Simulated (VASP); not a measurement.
Consider the following.

```yaml
crystal:
  lattice:
    - [2.37211, -5.71137, 0.00000]
    - [2.37211, 5.71137, 0.00000]
    - [0.00000, 0.00000, 4.34303]
  atoms:
    - { symbol: Ca, position: [0.13373, 0.86627, 0.25000] }
    - { symbol: Ca, position: [0.86627, 0.13373, 0.75000] }
    - { symbol: Sn, position: [0.41490, 0.58510, 0.25000] }
    - { symbol: Sn, position: [0.58510, 0.41490, 0.75000] }
```

Level of theory: PBEsol GGA, VASP's PBE PAW potentials (set 64) (plane waves; VASP). Settings: 400 eV cut-off, Gaussian smearing of 0.050 eV, potentials Ca_sv Sn_d.

### Question
Give the energies of bands 20 to 27 at the high-symmetry points, in eV from the Fermi level.

### Answer

```json
[
 {"band": "20", "Γ": "-5.64", "Y": "-6.50", "C0": "-5.74", "Z": "-7.58", "A0": "-7.28", "T": "-7.36", "S": "-5.59", "R": "-7.30"},
 {"band": "21", "Γ": "-2.57", "Y": "-1.51", "C0": "-3.85", "Z": "-2.40", "A0": "-2.81", "T": "-3.59", "S": "-3.75", "R": "-2.68"},
 {"band": "22", "Γ": "-1.51", "Y": "-1.11", "C0": "-1.39", "Z": "-2.40", "A0": "-2.81", "T": "-3.59", "S": "-2.33", "R": "-2.68"},
 {"band": "23", "Γ": "-1.13", "Y": "-0.97", "C0": "-1.29", "Z": "-0.93", "A0": "-2.01", "T": "-0.73", "S": "-1.41", "R": "-1.89"},
 {"band": "24", "Γ": "0.10", "Y": "-0.08", "C0": "-1.29", "Z": "-0.93", "A0": "-2.01", "T": "-0.73", "S": "-0.87", "R": "-1.89"},
 {"band": "25", "Γ": "0.64", "Y": "0.19", "C0": "0.97", "Z": "-0.39", "A0": "0.71", "T": "0.93", "S": "1.13", "R": "0.17"},
 {"band": "26", "Γ": "0.86", "Y": "1.82", "C0": "1.19", "Z": "-0.39", "A0": "0.71", "T": "0.93", "S": "1.21", "R": "0.17"},
 {"band": "27", "Γ": "2.12", "Y": "1.88", "C0": "1.77", "Z": "2.50", "A0": "2.51", "T": "2.55", "S": "1.94", "R": "2.96"}
]
```

It has no gap at this level: it comes out as a metal or semimetal.

The structure comes from a computed database's CaSn entry (Cmcm); how it stands against other phases isn't given here. It was relaxed first.
